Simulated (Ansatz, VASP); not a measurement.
# Co: VASP beside Ansatz, part 2 of 2

Wanted: the spread between two codes on one cell, functional and k mesh. The cell is a member of a volume series, scaled by 1.04 from a relaxed one, so a pressure remains. Valence electrons are named where the data sets of a main pair hold unlike numbers.

VASP 6.6.1 and Ansatz 0.2.0.

So far: The structure; Ansatz: zone-centre phonons, LDA, volume scaled by 1.04.

## Step 3: VASP: zone-centre phonons, LDA, volume scaled by 1.04

Level of this step: LDA, spin-polarised from a ferromagnetic start; plane waves and PAW (Co) (VASP).

The same cell, functional (in two slightly different forms), mesh and smearing now go to VASP, with its own data sets.

Lines of VASP's logs that name or quote its potential files are left out, and so is its time.

The input, INCAR:

```
SYSTEM = Co
PREC = Accurate
ENCUT = 500
EDIFF = 1E-08
NELM = 100
ISMEAR = 0
SIGMA = 0.05
LREAL = .FALSE.
ALGO = Normal
GGA = CA
NBANDS = 19
ISPIN = 2
MAGMOM = 2 2
LASPH = .TRUE.
LMAXMIX = 4
LORBIT = 11
LWAVE = .FALSE.
LCHARG = .FALSE.
KPAR = 4
IBRION = 8
ISIF = 2
```

The input, POSCAR:

```
Co
1.0
    2.4597260116      0.0000000000      0.0000000000
   -1.2298630058      2.1301852125      0.0000000000
    0.0000000000      0.0000000000      3.9610468805
Co
2
Direct
    0.3333333300      0.6666666700      0.2500000000
    0.6666666700      0.3333333300      0.7500000000
```

The input, KPOINTS:

```
Automatic mesh
0
Gamma
24 24 14
0 0 0
```

The projector-augmented-wave data sets are Co (LDA family, release 64).

Command:

```
$ mpirun -np 4 vasp_std
```

Numbers of over 12 decimals in the logs are rounded to 6 here.

What it wrote:

```text
[banner, memory and clock lines left out]
running    4 mpi-ranks, on    1 nodes
 distrk:  each k-point on    1 cores,    4 groups
 distr:  one band on    1 cores,    1 groups

 POSCAR found type information on POSCAR Co
 POSCAR found :  1 types and       2 ions
 LDA part: xc-table for (Slater(with rela. corr.)+CA(PZ))
 , standard interpolation
 POSCAR, INCAR and KPOINTS ok, starting setup
 FFT: planning ... GRIDC
 FFT: planning ... GRID_SOFT
 FFT: planning ... GRID
 WAVECAR not read
 entering main loop
       N       E                     dE             d eps       ncg     rms          rms(c)
DAV:   1     0.800873987772E+02    0.80087E+02   -0.78997E+03 39104   0.125E+03
DAV:   2    -0.145330727389E+02   -0.94620E+02   -0.85472E+02 37426   0.220E+02
DAV:   3    -0.184886926862E+02   -0.39556E+01   -0.38018E+01 40986   0.562E+01
DAV:   4    -0.185498890910E+02   -0.61196E-01   -0.61149E-01 46231   0.605E+00
DAV:   5    -0.185515434538E+02   -0.16544E-02   -0.16542E-02 42834   0.922E-01    0.160E+01
DAV:   6    -0.166898253195E+02    0.18617E+01   -0.83112E+00 40792   0.613E+01    0.730E+00
DAV:   7    -0.162715281696E+02    0.41830E+00   -0.13215E+00 42803   0.224E+01    0.394E+00
DAV:   8    -0.162436304590E+02    0.27898E-01   -0.12620E-02 56406   0.109E+00    0.175E+00
DAV:   9    -0.162277365194E+02    0.15894E-01   -0.20251E-03 61895   0.872E-01    0.440E-01
DAV:  10    -0.162265098981E+02    0.12266E-02   -0.39809E-04 48519   0.229E-01    0.731E-02
DAV:  11    -0.162264595400E+02    0.50358E-04   -0.19373E-05 46657   0.394E-02    0.355E-02
DAV:  12    -0.162264480498E+02    0.11490E-04   -0.35720E-06 49137   0.169E-02    0.169E-02
DAV:  13    -0.162264469098E+02    0.11400E-05   -0.15308E-06 57751   0.144E-02    0.526E-03
DAV:  14    -0.162264467426E+02    0.16718E-06   -0.12354E-07 46650   0.396E-03    0.100E-03
DAV:  15    -0.162264467413E+02    0.13206E-08   -0.62130E-09 24781   0.840E-04
   1 F= -.16226447E+02 E0= -.16225390E+02  d E =-.211351E-02  mag=     3.0234
 Linear response reoptimize wavefunctions to high precision
DAV:   1    -0.162264467417E+02   -0.37380E-09   -0.98368E-10 23365   0.492E-04
DAV:   2    -0.162264467417E+02   -0.22965E-10   -0.21212E-10 20884   0.113E-04
 Linear response DOF=           2
 Linear response progress:
  Degree of freedom:   1/  2
       N       E                     dE             d eps       ncg     rms          rms(c)
RMM:   1    -0.159992915107E+00   -0.15999E+00   -0.11640E-01257663   0.234E+00
RMM:   2    -0.157846948513E+00    0.21460E-02   -0.50677E-03278574   0.698E-01    0.507E-01
RMM:   3    -0.157185294601E+00    0.66165E-03   -0.19447E-03294384   0.279E-01    0.240E-01
RMM:   4    -0.157103952308E+00    0.81342E-04   -0.18360E-04314525   0.883E-02    0.583E-02
RMM:   5    -0.156944740182E+00    0.15921E-03   -0.17723E-04309039   0.855E-02    0.372E-02
RMM:   6    -0.156965877530E+00   -0.21137E-04   -0.14576E-05314009   0.361E-02    0.576E-02
RMM:   7    -0.156960175101E+00    0.57024E-05   -0.37726E-06281042   0.213E-02    0.588E-03
RMM:   8    -0.156949693685E+00    0.10481E-04   -0.70128E-07343144   0.550E-03    0.327E-03
RMM:   9    -0.156937882262E+00    0.11811E-04   -0.38137E-08336985   0.183E-03    0.781E-04
RMM:  10    -0.156936204154E+00    0.16781E-05    0.49527E-08357921   0.745E-04    0.246E-04
RMM:  11    -0.156935326277E+00    0.87788E-06   -0.49173E-09353879   0.288E-04    0.112E-04
RMM:  12    -0.156934431807E+00    0.89447E-06    0.87218E-08359337   0.126E-04    0.387E-05
RMM:  13    -0.156934265766E+00    0.16604E-06    0.26027E-08364670   0.766E-05    0.137E-05
RMM:  14    -0.156934253586E+00    0.12180E-07   -0.25768E-09374384   0.578E-05    0.602E-06
RMM:  15    -0.156934247993E+00    0.55930E-08    0.63307E-09368339   0.520E-05    0.287E-06
 first order change of Fermi-energy   0.40346E-05
 force on displaced ion       1 direction 1 :  -2.653   0.000   0.000
 Linear response progress:
  Degree of freedom:   2/  2
       N       E                     dE             d eps       ncg     rms          rms(c)
RMM:   1    -0.185744561107E+00   -0.18574E+00   -0.14748E-01 87224   0.252E+00
RMM:   2    -0.178219583508E+00    0.75250E-02   -0.57507E-03 87055   0.935E-01    0.513E-01
RMM:   3    -0.178237844452E+00   -0.18261E-04   -0.25982E-03 98670   0.328E-01    0.245E-01
RMM:   4    -0.178335468458E+00   -0.97624E-04   -0.23256E-04104296   0.980E-02    0.914E-02
RMM:   5    -0.178621707054E+00   -0.28624E-03   -0.89024E-05 85422   0.986E-02    0.244E-01
RMM:   6    -0.178528971118E+00    0.92736E-04   -0.13477E-04 96196   0.934E-02    0.185E-02
RMM:   7    -0.178572982737E+00   -0.44012E-04   -0.20816E-05110982   0.278E-02    0.700E-03
RMM:   8    -0.178562228399E+00    0.10754E-04   -0.25988E-07114222   0.680E-03    0.334E-03
RMM:   9    -0.178552949025E+00    0.92794E-05   -0.33056E-07114848   0.186E-03    0.156E-03
RMM:  10    -0.178549923451E+00    0.30256E-05   -0.16493E-07113020   0.897E-04    0.239E-04
RMM:  11    -0.178549732584E+00    0.19087E-06   -0.11634E-07121183   0.312E-04    0.904E-05
RMM:  12    -0.178549438546E+00    0.29404E-06    0.45166E-08117119   0.132E-04    0.479E-05
RMM:  13    -0.178549019332E+00    0.41921E-06    0.17392E-08121567   0.840E-05    0.126E-05
RMM:  14    -0.178548969142E+00    0.50190E-07    0.28469E-08118281   0.665E-05    0.441E-06
RMM:  15    -0.178548993858E+00   -0.24716E-07    0.29809E-08123288   0.599E-05    0.151E-06
RMM:  16    -0.178548993135E+00    0.72324E-09    0.26837E-08125500   0.571E-05    0.832E-07
 first order change of Fermi-energy   0.40071E-03
 force on displaced ion       1 direction 3 :  -0.000  -0.000  -7.417
 Linear response finished
```

OUTCAR, selected parts (step 3):

```text
ion  position               nearest neighbor table
   1  0.333  0.667  0.250-   2 2.44   2 2.44   2 2.44   2 2.44   2 2.44   2 2.44
   2  0.667  0.333  0.750-   1 2.44   1 2.44   1 2.44   1 2.44   1 2.44   1 2.44

  LATTYP: Found a hexagonal cell.
 ALAT       =     2.4597260116
 C/A-ratio  =     1.6103610166

 Subroutine GETGRP returns: Found 24 space group operations
 (whereof 12 operations were pure point group operations)

The static configuration has the point symmetry D_3d.
 The point group associated with its full space group is D_6h.

 Found    488 irreducible k-points:

   k-points           NKPTS =    488   k-points in BZ     NKDIM =    488   number of bands    NBANDS=     19

   dimension x,y,z NGX =    18 NGY =   18 NGZ =   30
   dimension x,y,z NGXF=    36 NGYF=   36 NGZF=   60

   ENCUT  =  500.0 eV  36.75 Ry    6.06 a.u.   4.48  4.48  7.22*2*pi/ulx,y,z

   NELECT =      18.0000    total number of electrons

 k-points in reciprocal lattice and weights: Automatic mesh
   0.00000000  0.00000000  0.00000000       0.000
   0.04166667  0.00000000  0.00000000       0.001
   0.08333333  0.00000000  0.00000000       0.001
   0.12500000  0.00000000  0.00000000       0.001
   0.16666667 -0.00000000  0.00000000       0.001
   0.20833333  0.00000000  0.00000000       0.001
   0.25000000  0.00000000  0.00000000       0.001
   0.29166667  0.00000000  0.00000000       0.001
   0.33333333 -0.00000000  0.00000000       0.001
[...]
0.33333333  0.29166667  0.50000000       0.001
   0.33333333  0.33333333  0.50000000       0.000

 average (electrostatic) potential at core
       1 -77.6126       2 -77.6126

  Total       -1.3170027     -1.3170027     -1.2771475     -0.0000000     -0.0000000      0.0000000
  in kB     -101.6677358   -101.6677358    -98.5910628     -0.0000000     -0.0000000      0.0000000
  external PRESSURE =    -100.6421781 kB  Pullay stress =       0.0000000 kB

  energy-cutoff  :      500.00
  volume of cell :       20.75
      direct lattice vectors                 reciprocal lattice vectors
     2.459726012  0.000000000  0.000000000     0.406549345  0.234721374  0.000000000
    -1.229863006  2.130185212  0.000000000     0.000000000  0.469442748  0.000000000
     0.000000000  0.000000000  3.961046881     0.000000000  0.000000000  0.252458512

 POSITION                                       TOTAL-FORCE (eV/Angst)
 -----------------------------------------------------------------------------------
     -0.00000      1.42012      0.99026         0.000000     -0.000000      0.000000
      1.22986      0.71006      2.97079        -0.000000      0.000000      0.000000
 -----------------------------------------------------------------------------------
    total drift:                                0.000000     -0.000000     -0.000000

 Eigenvectors and eigenvalues of the dynamical matrix
 ----------------------------------------------------

   1 f  =    7.843290 THz    49.280845 2PiTHz  261.623996 cm-1    32.437227 meV
             X         Y         Z           dx          dy          dz
     -0.000000  1.420123  0.990262     0.000000    0.000000   -0.707107
      1.229863  0.710062  2.970785     0.000000    0.000000    0.707107

   2 f  =    4.690945 THz    29.474077 2PiTHz  156.473087 cm-1    19.400181 meV
             X         Y         Z           dx          dy          dz
     -0.000000  1.420123  0.990262    -0.000000   -0.707107   -0.000000
      1.229863  0.710062  2.970785     0.000000    0.707107    0.000000

   3 f  =    4.690945 THz    29.474077 2PiTHz  156.473087 cm-1    19.400181 meV
             X         Y         Z           dx          dy          dz
     -0.000000  1.420123  0.990262     0.707107   -0.000000   -0.000000
      1.229863  0.710062  2.970785    -0.707107   -0.000000    0.000000

   4 f  =    0.000000 THz     0.000000 2PiTHz    0.000001 cm-1     0.000000 meV
             X         Y         Z           dx          dy          dz
     -0.000000  1.420123  0.990262     0.270598    0.653281    0.000000
      1.229863  0.710062  2.970785     0.270598    0.653281    0.000000

   5 f  =    0.000000 THz     0.000000 2PiTHz    0.000000 cm-1     0.000000 meV
             X         Y         Z           dx          dy          dz
     -0.000000  1.420123  0.990262     0.000000   -0.000000    0.707107
      1.229863  0.710062  2.970785     0.000000    0.000000    0.707107

   6 f/i=    0.000000 THz     0.000000 2PiTHz    0.000002 cm-1     0.000000 meV
             X         Y         Z           dx          dy          dz
     -0.000000  1.420123  0.990262     0.653281   -0.270598   -0.000000
      1.229863  0.710062  2.970785     0.653281   -0.270598    0.000000

 ELASTIC MODULI CONTR FROM IONIC RELAXATION (kBar)
 Direction    XX          YY          ZZ          XY          YZ          ZX
 --------------------------------------------------------------------------------
 XX        -213.4471    213.4471      0.0000     -0.0000     -0.0000      0.0000
 YY         213.4471   -213.4471     -0.0000      0.0000      0.0000      0.0000
 ZZ           0.0000     -0.0000     -0.0000      0.0000      0.0000      0.0000
 XY          -0.0000      0.0000      0.0000   -213.4471      0.0000      0.0000
 YZ          -0.0000      0.0000      0.0000      0.0000     -0.0000      0.0000
 ZX           0.0000      0.0000      0.0000      0.0000      0.0000      0.0000
 --------------------------------------------------------------------------------

 magnetization (x)
# of ion       s       p       d       tot
------------------------------------------
    1       -0.014  -0.040   1.564   1.510
    2       -0.014  -0.040   1.564   1.510
--------------------------------------------------
tot         -0.027  -0.080   3.128   3.021
```

The magnetic state follows from one typed start and may not be the lowest. Energies printed during the response cycles are not total energies of the cell.

## Step 4: Comparison

Known differences besides the potentials themselves: the two LDA forms differ slightly; the data sets hold 34 valence electrons in Ansatz (on its default PAW (the set named soft_2) files) and 18 in VASP; the cutoff is 420 eV in Ansatz and 500 eV in VASP; VASP's log shows a relativistic correction to its local exchange, Ansatz's none; site moments are counted in spheres of each program's own size. Total energies have different zeros and are not compared.

The two programs side by side:

```csv
quantity,Ansatz,VASP,difference
total moment (μB),3.06,3.02,+0.04
moment on Co1 (μB),1.58,1.51,+0.07
moment on Co2 (μB),1.58,1.51,+0.07
optical mode 1 to 2 (cm⁻¹),159.4,156.5,+1.88 %
optical mode 3 (cm⁻¹),263.7,261.6,+0.79 %
```

Modes are paired by rising frequency, not by their patterns, so a pair may set unlike modes beside each other; they are those without the splitting of longitudinal modes.

## Step 5: Outcome

```json
{
 "r.m.s. difference of the optical zone-centre modes, each program's sorted by frequency (zone-centre phonons, LDA, volume scaled by 1.04)": "2.7 cm⁻¹",
 "difference in optical mode 1 to 2 (zone-centre phonons, LDA, volume scaled by 1.04)": "+1.9 %"
}
```

In words: The r.m.s. difference of the optical zone-centre modes, each program's sorted by frequency is 2.7 cm⁻¹ (zone-centre phonons, LDA, volume scaled by 1.04). The data sets hold unlike numbers of valence electrons (34 in Ansatz and 18 in VASP), so part of the differences comes from the potentials. Among the rows given in per cent, the largest difference of the zone-centre phonons, LDA, volume scaled by 1.04 pair is in optical mode 1 to 2, +1.9 %. 1 further run of this series is not shown here. How closely two codes agree says nothing of how well the functional describes the real material.

[Lines on the potential files, build, host, timing and source positions are cut from VASP's logs without a mark.]

[Logs are printed without paths, hosts, clocks, repeated set-up lines and the standing remarks that a program may print on its own settings, such as how far it seeks lower states.]

[Hosts, paths, dates, database ids (printed as entryN), source tags and the programs' standing remarks are cut or masked in the printed files.]
